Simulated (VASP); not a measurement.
Consider the following.

```yaml
crystal:
  lattice:
    - [1.51814, -2.62950, 0.00000]
    - [1.51814, 2.62950, 0.00000]
    - [0.00000, 0.00000, 4.98289]
  atoms:
    - { symbol: Si, position: [0.66667, 0.33333, 0.49958] }
    - { symbol: Si, position: [0.33333, 0.66667, 0.99958] }
    - { symbol: C, position: [0.66667, 0.33333, 0.87542] }
    - { symbol: C, position: [0.33333, 0.66667, 0.37542] }
```

Method: LDA (Ceperley-Alder, Perdew-Zunger), VASP's LDA PAW potentials (set 64) (plane waves; VASP). Run with 620 eV cut-off, 8×8×5 Γ-centred mesh, Gaussian smearing of 0.050 eV, potentials Si C.

Q: What does the run give for the energy per atom (σ→0), pressure?

A: 
```
Property                        Value
---------------------  --------------
energy per atom (σ→0)  -8.317 eV/atom
pressure                     4.98 GPa
```

Total energies compare only between runs with the same potentials, cut-off and functional.

The compound is SiC in the wurtzite structure, the rare 2H polytype. It was relaxed first under an external pressure of 5 GPa.
